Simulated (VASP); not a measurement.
An input for Ansatz (written as the equivalent of a VASP run, and not itself run):

Ansatz 0.2 input:
```yaml
crystal:
  lattice:
    - [0.0000000, 1.7633903, 1.7633903]
    - [1.7633903, 0.0000000, 1.7633903]
    - [1.7633903, 1.7633903, 0.0000000]
  atoms:
    - { symbol: Ni, position: [0.0000000, 0.0000000, 0.0000000], spin: 0.6 }
kpoints:
  mp_grid: { grid: [16, 16, 16] }
hamiltonian:
  xc: pbesol
  pseudopotentials: { kind: paw }
magnetization: { spin_polarized: true }
scf:
  occupations: { method: methfessel_paxton, width: 0.1 }
  max_iter: 100
output: { forces: true, stress: true, eigenvalues: true }
```

Translate this input to VASP (INCAR, KPOINTS, POSCAR, choice of POTCAR).

One answer among several that fit: 
POSCAR:
```
Ni
1
    0.0000000000     1.7633903475     1.7633903475
    1.7633903475     0.0000000000     1.7633903475
    1.7633903475     1.7633903475     0.0000000000
Ni
1
Direct
  0.0000000000   0.0000000000   0.0000000000
```

**INCAR**
```
# general
SYSTEM  = Ni
PREC    = Accurate
ENCUT   = 480
LREAL   = F
LASPH   = T

# electronic loop
EDIFF   = 1E-7
NELM    = 100
ALGO    = Normal
LMAXMIX = 4

# smearing
ISMEAR  = 1
SIGMA   = 0.1

# functional
GGA     = PS

# spin
ISPIN   = 2
MAGMOM  = 0.6

# ions
ISIF    = 2

# output
LWAVE   = F
LCHARG  = F
LORBIT  = 10
```

### KPOINTS
```
Automatic mesh
0
G
 16 16 16
```

POTCAR, in this order: Ni (PBE.64 set). Program: vasp_std.

The two are equivalent in intent, not identical: each code has its own PAW files, so the cut-off isn't converted (ENCUT is set for VASP's; basis.ecutwfc is left out, and Ansatz then takes the one that its files recommend); Ansatz stops its SCF on the density residual and VASP on the energy change (EDIFF).

The compound is Ni in the fcc structure. This cell was strained or had an atom moved on purpose.
